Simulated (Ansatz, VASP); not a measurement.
# Cross-check of InAs between VASP and Ansatz

One calculation is typed for both programs; each brings its own data sets. How far apart do they land? The cell is taken from a series of runs on this material, whose earlier steps may have relaxed, scaled, displaced or heated it; both programs get it as it stands.

Calculated with Ansatz 0.2.0; plane waves, with VASP 6.6.1 beside it; zone-centre phonons at LDA.

## 1. The structure

It takes space group I-4m2 (No. 119, tetragonal). Conventional cell: a = 4.246 Å, b = 4.246 Å, c = 6.086 Å, α = 90.00°, β = 90.00°, γ = 90.00°. Nearest to As lie 4 In at 2.61 Å. Nearest to In lie 4 As at 2.61 Å. Farther neighbours are not listed.

As a file:

```cif
data_structure
_symmetry_space_group_name_H-M 'P 1'
_symmetry_Int_Tables_number 1
_cell_length_a 4.2746
_cell_length_b 4.2746
_cell_length_c 4.2456
_cell_angle_alpha 60.225
_cell_angle_beta 60.225
_cell_angle_gamma 59.551
_cell_volume 54.85
loop_
_atom_site_label
_atom_site_type_symbol
_atom_site_fract_x
_atom_site_fract_y
_atom_site_fract_z
_atom_site_occupancy
As1 As 0.75000 0.75000 0.75000 1
In2 In 0.00000 0.00000 0.00000 1
```

## 2. VASP: zone-centre phonons, LDA, pair 1

Second derivatives magnify differences that forces hide, and they need a tight electronic threshold.

Lines of VASP's logs that name or quote its potential files are left out, and so is its time.

Input file INCAR:

```
SYSTEM = InAs
PREC = Accurate
ENCUT = 500
EDIFF = 1E-08
NELM = 120
ISMEAR = 1
SIGMA = 0.2
LREAL = .FALSE.
ALGO = Normal
GGA = PW92
NBANDS = 15
LORBIT = 11
LWAVE = .FALSE.
LCHARG = .FALSE.
ISIF = 2
IBRION = 8
LASPH = .TRUE.
GGA_COMPAT = .FALSE.
KPAR = 2
```

Input file POSCAR:

```
InAs
1.0
    0.0000000000      3.0020652133      3.0430407763
    3.0020652133      0.0000000000      3.0430407763
    3.0020652133      3.0020652133      0.0000000000
As In
1 1
Direct
    0.7500000000      0.7500000000      0.7500000000
    0.0000000000      1.0000000000      0.0000000000
```

Input file KPOINTS:

```
Automatic mesh
0
Gamma
12 12 12
0 0 0
```

PAW data sets: As and In_d (LDA family, release 64).

Launch:

```sh
> mpirun -np 2 vasp_std
```

Numbers of over 12 decimals in the logs are rounded to 6 here.

The program printed:

```text
[banner, memory and clock lines left out]
running    2 mpi-ranks, on    1 nodes
 distrk:  each k-point on    1 cores,    2 groups
 distr:  one band on    1 cores,    1 groups

 POSCAR found type information on POSCAR AsIn
 POSCAR found :  2 types and       2 ions
|                                                                             |
|               ----> ADVICE to this user running VASP <----                  |
|                                                                             |
|     You enforced a specific xc type in the INCAR file but a different       |
|     [... a line on the potential file left out ...]
|     I HOPE YOU KNOW WHAT YOU ARE DOING!                                     |
|                                                                             |

 LDA part: xc-table for (Slater(with rela. corr.)+PW92), standard interpolation
 POSCAR, INCAR and KPOINTS ok, starting setup
 FFT: planning ... GRIDC
 FFT: planning ... GRID_SOFT
 FFT: planning ... GRID
 WAVECAR not read
 entering main loop
       N       E                     dE             d eps       ncg     rms          rms(c)
DAV:   1     0.112734383710E+03    0.11273E+03   -0.82046E+03  4911   0.126E+03
DAV:   2    -0.138413780560E+01   -0.11412E+03   -0.10974E+03  5233   0.302E+02
DAV:   3    -0.913140461697E+01   -0.77473E+01   -0.76891E+01  6269   0.798E+01
DAV:   4    -0.933045940812E+01   -0.19905E+00   -0.19899E+00  5969   0.143E+01
DAV:   5    -0.933924979400E+01   -0.87904E-02   -0.87902E-02  7347   0.259E+00    0.473E+00
DAV:   6    -0.906480937608E+01    0.27444E+00   -0.38288E-01  7732   0.111E+01    0.261E+00
DAV:   7    -0.902578153426E+01    0.39028E-01   -0.11188E-01  6889   0.312E+00    0.687E-01
DAV:   8    -0.902239819218E+01    0.33833E-02   -0.11805E-02  6506   0.133E+00    0.222E-01
DAV:   9    -0.902228880727E+01    0.10938E-03   -0.76616E-04  6328   0.255E-01    0.140E-01
DAV:  10    -0.902231091548E+01   -0.22108E-04   -0.11625E-04  7535   0.185E-01    0.704E-02
DAV:  11    -0.902231470436E+01   -0.37889E-05   -0.34879E-05  7554   0.114E-01    0.474E-02
DAV:  12    -0.902231228610E+01    0.24183E-05   -0.50495E-06  7341   0.304E-02    0.679E-03
DAV:  13    -0.902231233563E+01   -0.49524E-07   -0.69144E-07  6185   0.491E-03    0.136E-03
DAV:  14    -0.902231233126E+01    0.43697E-08   -0.23297E-08  6193   0.227E-03
   1 F= -.90223123E+01 E0= -.90224489E+01  d E =0.409678E-03
 Linear response reoptimize wavefunctions to high precision
DAV:   1    -0.902231233156E+01   -0.30809E-09   -0.32472E-09  5145   0.101E-03
DAV:   2    -0.902231233165E+01   -0.85038E-10   -0.87800E-10  3559   0.244E-04
 Linear response DOF=           4
 Linear response progress:
  Degree of freedom:   1/  4
       N       E                     dE             d eps       ncg     rms          rms(c)
RMM:   1    -0.475798058764E-01   -0.47580E-01    0.64153E-02 30090   0.156E+00
RMM:   2    -0.453173837940E-01    0.22624E-02    0.16685E-03 22387   0.581E-01    0.109E-01
RMM:   3    -0.460144647195E-01   -0.69708E-03   -0.19760E-03 26316   0.248E-01    0.466E-02
RMM:   4    -0.461786785685E-01   -0.16421E-03   -0.15543E-04 26884   0.829E-02    0.107E-02
RMM:   5    -0.462088378469E-01   -0.30159E-04   -0.17555E-05 27725   0.308E-02    0.484E-03
RMM:   6    -0.461932834296E-01    0.15554E-04   -0.18764E-06 27003   0.826E-03    0.159E-03
RMM:   7    -0.461914663703E-01    0.18171E-05   -0.19453E-07 29588   0.268E-03    0.109E-03
RMM:   8    -0.461917357085E-01   -0.26934E-06   -0.10187E-07 28425   0.111E-03    0.680E-04
RMM:   9    -0.461923920278E-01   -0.65632E-06   -0.17074E-08 26877   0.411E-04    0.791E-05
RMM:  10    -0.461924991338E-01   -0.10711E-06    0.31882E-09 29502   0.173E-04    0.749E-05
RMM:  11    -0.461924879084E-01    0.11225E-07   -0.61596E-08 30731   0.749E-05    0.197E-05
RMM:  12    -0.461925022742E-01   -0.14366E-07   -0.15338E-09 28731   0.348E-05    0.840E-06
RMM:  13    -0.461925016436E-01    0.63064E-09   -0.43824E-10 29951   0.221E-05    0.237E-06
 first order change of Fermi-energy   0.11348E-03
 force on displaced ion       1 direction 1 :  -7.611   0.000   0.000
 Linear response progress:
  Degree of freedom:   2/  4
       N       E                     dE             d eps       ncg     rms          rms(c)
RMM:   1    -0.476835071594E-01   -0.47684E-01    0.64416E-02 17484   0.158E+00
RMM:   2    -0.453442625058E-01    0.23392E-02    0.16424E-03 13267   0.584E-01    0.111E-01
RMM:   3    -0.460543151036E-01   -0.71005E-03   -0.20086E-03 15383   0.250E-01    0.472E-02
RMM:   4    -0.462235994428E-01   -0.16928E-03   -0.15998E-04 15735   0.844E-02    0.108E-02
RMM:   5    -0.462524847100E-01   -0.28885E-04   -0.16978E-05 16248   0.305E-02    0.500E-03
RMM:   6    -0.462364191227E-01    0.16066E-04   -0.20348E-06 15795   0.844E-03    0.164E-03
RMM:   7    -0.462347916473E-01    0.16275E-05   -0.22674E-07 17093   0.273E-03    0.111E-03
RMM:   8    -0.462350934278E-01   -0.30178E-06   -0.63147E-08 16635   0.116E-03    0.680E-04
RMM:   9    -0.462357767807E-01   -0.68335E-06   -0.57830E-09 16048   0.413E-04    0.772E-05
RMM:  10    -0.462358458628E-01   -0.69082E-07    0.94042E-08 17041   0.170E-04    0.658E-05
RMM:  11    -0.462358394352E-01    0.64276E-08   -0.72541E-08 18054   0.736E-05    0.187E-05
 first order change of Fermi-energy   0.96370E-03
 force on displaced ion       1 direction 3 :  -0.000  -0.000  -7.650
 Linear response progress:
  Degree of freedom:   3/  4
       N       E                     dE             d eps       ncg     rms          rms(c)
RMM:   1    -0.235391221902E+00   -0.23539E+00   -0.87613E-02 19302   0.494E+00
RMM:   2    -0.237905078380E+00   -0.25139E-02   -0.13712E-02 24281   0.105E+00    0.790E-02
RMM:   3    -0.237864626009E+00    0.40452E-04   -0.15970E-03 26353   0.325E-01    0.385E-02
RMM:   4    -0.237678688944E+00    0.18594E-03   -0.15171E-04 26907   0.107E-01    0.204E-02
RMM:   5    -0.237633849441E+00    0.44840E-04   -0.22178E-05 28264   0.397E-02    0.789E-03
RMM:   6    -0.237633186671E+00    0.66277E-06   -0.20342E-06 28022   0.132E-02    0.189E-03
RMM:   7    -0.237642820470E+00   -0.96338E-05    0.75335E-07 28669   0.391E-03    0.720E-04
RMM:   8    -0.237642435542E+00    0.38493E-06    0.70776E-07 28399   0.166E-03    0.451E-04
RMM:   9    -0.237642000019E+00    0.43552E-06    0.50846E-08 28804   0.742E-04    0.104E-04
RMM:  10    -0.237641627336E+00    0.37268E-06    0.34691E-07 29079   0.325E-04    0.441E-05
RMM:  11    -0.237641464992E+00    0.16234E-06    0.96685E-08 29893   0.170E-04    0.110E-05
RMM:  12    -0.237641506907E+00   -0.41915E-07    0.10824E-07 29546   0.105E-04    0.830E-06
RMM:  13    -0.237641547505E+00   -0.40598E-07    0.44788E-08 30638   0.738E-05    0.407E-06
RMM:  14    -0.237641551483E+00   -0.39775E-08    0.41082E-08 32089   0.573E-05    0.145E-05
 first order change of Fermi-energy  -0.33492E-04
 force on displaced ion       2 direction 1 :  -7.575  -0.000   0.000
 Linear response progress:
  Degree of freedom:   4/  4
       N       E                     dE             d eps       ncg     rms          rms(c)
RMM:   1    -0.235535237116E+00   -0.23554E+00   -0.90288E-02 11360   0.492E+00
RMM:   2    -0.237969502448E+00   -0.24343E-02   -0.13364E-02 14220   0.104E+00    0.796E-02
RMM:   3    -0.237942626899E+00    0.26876E-04   -0.15805E-03 15446   0.323E-01    0.392E-02
RMM:   4    -0.237759488386E+00    0.18314E-03   -0.14862E-04 15843   0.108E-01    0.205E-02
RMM:   5    -0.237719417587E+00    0.40071E-04   -0.24603E-05 16569   0.396E-02    0.786E-03
RMM:   6    -0.237720549227E+00   -0.11316E-05   -0.32642E-06 16492   0.130E-02    0.196E-03
RMM:   7    -0.237730277899E+00   -0.97287E-05   -0.48634E-07 16770   0.381E-03    0.680E-04
RMM:   8    -0.237729556770E+00    0.72113E-06   -0.67982E-08 16609   0.163E-03    0.391E-04
RMM:   9    -0.237728968677E+00    0.58809E-06    0.97908E-08 16856   0.696E-04    0.758E-05
RMM:  10    -0.237728697134E+00    0.27154E-06    0.12440E-07 17139   0.302E-04    0.300E-05
RMM:  11    -0.237728598299E+00    0.98834E-07    0.27224E-07 17553   0.152E-04    0.548E-06
RMM:  12    -0.237728655379E+00   -0.57080E-07    0.10605E-07 16891   0.913E-05    0.875E-06
RMM:  13    -0.237728654621E+00    0.75760E-09    0.74356E-08 18149   0.613E-05    0.913E-06
 first order change of Fermi-energy  -0.10529E-03
 force on displaced ion       2 direction 3 :   0.000   0.000  -7.614
 Linear response finished
```

OUTCAR, selected parts (step 2):

```text
ion  position               nearest neighbor table
   1  0.750  0.750  0.750-   2 2.61   2 2.61   2 2.61   2 2.61
   2  0.000  0.000  0.000-   1 2.61   1 2.61   1 2.61   1 2.61

  LATTYP: Found a body centered tetragonal cell.
 ALAT       =     4.2455613398
 C/A-ratio  =     1.4335163399

 Subroutine GETGRP returns: Found  8 space group operations
 (whereof  8 operations were pure point group operations)

The static configuration has the point symmetry D_2d.

 Found    163 irreducible k-points:

   k-points           NKPTS =    163   k-points in BZ     NKDIM =    163   number of bands    NBANDS=     15

   dimension x,y,z NGX =    32 NGY =   32 NGZ =   32
   dimension x,y,z NGXF=    64 NGYF=   64 NGZF=   64

   ENCUT  =  500.0 eV  36.75 Ry    6.06 a.u.   7.79  7.79  7.74*2*pi/ulx,y,z

   NELECT =      18.0000    total number of electrons

 k-points in reciprocal lattice and weights: Automatic mesh
   0.00000000  0.00000000  0.00000000       0.001
   0.08333333  0.00000000  0.00000000       0.005
   0.16666667  0.00000000  0.00000000       0.005
   0.25000000  0.00000000  0.00000000       0.005
   0.33333333  0.00000000  0.00000000       0.005
   0.41666667  0.00000000  0.00000000       0.005
   0.50000000  0.00000000  0.00000000       0.002
   0.08333333  0.08333333  0.00000000       0.001
   0.16666667  0.08333333  0.00000000       0.005
[...]
-0.33333333  0.16666667  0.50000000       0.002
  -0.25000000  0.25000000  0.50000000       0.001

 average (electrostatic) potential at core
       1 -53.0504       2 -96.0520

  Total        0.0455829      0.0455829     -0.1254816      0.0000000      0.0000000      0.0000000
  in kB        1.3314809      1.3314809     -3.6653260      0.0000000      0.0000000      0.0000000
  external PRESSURE =      -0.3341214 kB  Pullay stress =       0.0000000 kB

  energy-cutoff  :      500.00
  volume of cell :       54.85
      direct lattice vectors                 reciprocal lattice vectors
     0.000000000  3.002065213  3.043040776    -0.166552012  0.166552012  0.164309333
     3.002065213  0.000000000  3.043040776     0.166552012 -0.166552012  0.164309333
     3.002065213  3.002065213  0.000000000     0.166552012  0.166552012 -0.164309333

 POSITION                                       TOTAL-FORCE (eV/Angst)
 -----------------------------------------------------------------------------------
      4.50310      4.50310      4.56456         0.000000      0.000000      0.000000
      0.00000      0.00000      0.00000        -0.000000     -0.000000     -0.000000
 -----------------------------------------------------------------------------------
    total drift:                               -0.000000     -0.000000      0.000001

 Eigenvectors and eigenvalues of the dynamical matrix
 ----------------------------------------------------

   1 f  =    6.415799 THz    40.311654 2PiTHz  214.008018 cm-1    26.533601 meV
             X         Y         Z           dx          dy          dz
      4.503098  4.503098  4.564561     0.000000    0.000000    0.778625
      0.000000  0.000000  0.000000     0.000000    0.000000   -0.627489

   2 f  =    6.399248 THz    40.207662 2PiTHz  213.455944 cm-1    26.465152 meV
             X         Y         Z           dx          dy          dz
      4.503098  4.503098  4.564561     0.778624    0.000000    0.000000
      0.000000  0.000000  0.000000    -0.627491    0.000000    0.000000

   3 f  =    6.399248 THz    40.207662 2PiTHz  213.455944 cm-1    26.465152 meV
             X         Y         Z           dx          dy          dz
      4.503098  4.503098  4.564561     0.000000    0.778624    0.000000
      0.000000  0.000000  0.000000     0.000000   -0.627491    0.000000

   4 f/i=    0.007319 THz     0.045984 2PiTHz    0.244121 cm-1     0.030267 meV
             X         Y         Z           dx          dy          dz
      4.503098  4.503098  4.564561    -0.627491    0.000000    0.000000
      0.000000  0.000000  0.000000    -0.778624    0.000000    0.000000

   5 f/i=    0.007319 THz     0.045984 2PiTHz    0.244121 cm-1     0.030267 meV
             X         Y         Z           dx          dy          dz
      4.503098  4.503098  4.564561     0.000000   -0.627491    0.000000
      0.000000  0.000000  0.000000     0.000000   -0.778624    0.000000

   6 f/i=    0.007350 THz     0.046178 2PiTHz    0.245153 cm-1     0.030395 meV
             X         Y         Z           dx          dy          dz
      4.503098  4.503098  4.564561     0.000000    0.000000   -0.627489
      0.000000  0.000000  0.000000     0.000000    0.000000   -0.778625

 ELASTIC MODULI CONTR FROM IONIC RELAXATION (kBar)
 Direction    XX          YY          ZZ          XY          YZ          ZX
 --------------------------------------------------------------------------------
 XX           0.0000      0.0000      0.0000      0.0000      0.0000      0.0000
 YY           0.0000      0.0000      0.0000      0.0000      0.0000      0.0000
 ZZ           0.0000      0.0000      0.0000      0.0000      0.0000      0.0000
 XY           0.0000      0.0000      0.0000   -231.2295      0.0000     -0.0000
 YZ           0.0000      0.0000      0.0000      0.0000   -234.6112      0.0000
 ZX           0.0000      0.0000      0.0000     -0.0000      0.0000   -211.2953
 --------------------------------------------------------------------------------
```

[end of part 1 of 2]

[Lines on the potential files, build, host, timing and source positions are cut from VASP's logs without a mark.]

[Logs are printed without paths, hosts, clocks, repeated set-up lines and the standing remarks that a program may print on its own settings, such as how far it seeks lower states.]

[Hosts, paths, dates, database ids (printed as entryN), source tags and the programs' standing remarks are cut or masked in the printed files.]
